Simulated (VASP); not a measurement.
```yaml
crystal:
  lattice:
    - [-2.99744, 2.89868, 2.99744]
    - [2.89868, -2.99744, 2.99744]
    - [1.54810, 1.54810, -1.54810]
  atoms:
    - { symbol: V, position: [0.00000, 0.00000, 0.00000] }
    - { symbol: V, position: [0.00000, 0.50000, 0.00000] }
    - { symbol: V, position: [0.50000, 0.00000, 0.00000] }
    - { symbol: Mo, position: [0.50000, 0.50000, 0.00000] }
```

The numbers are results of PBEsol GGA, VASP's PBE PAW potentials (set 64) (plane waves; VASP), not measurements. Settings: 400 eV cut-off, Gaussian smearing of 0.050 eV, potentials V_sv Mo_sv.

Q: What does the run give for the band gap (along the path) with the smallest direct gap where there is one?

A: 
| Property | Value |
|---|---|
| band gap (along the path) | none (metal, semimetal or under 0.01 eV) |

Only differences to runs with the same potentials and settings are physical.

The structure was generated: MoV3 was put into an ordered model structure (R-3m), which need not be its known phase. It was relaxed first, which changed the volume by -6 %. The run is not spin-polarised, so no magnetic state was tried. The electron count is odd and the run is not spin-polarised, which forces a metal.
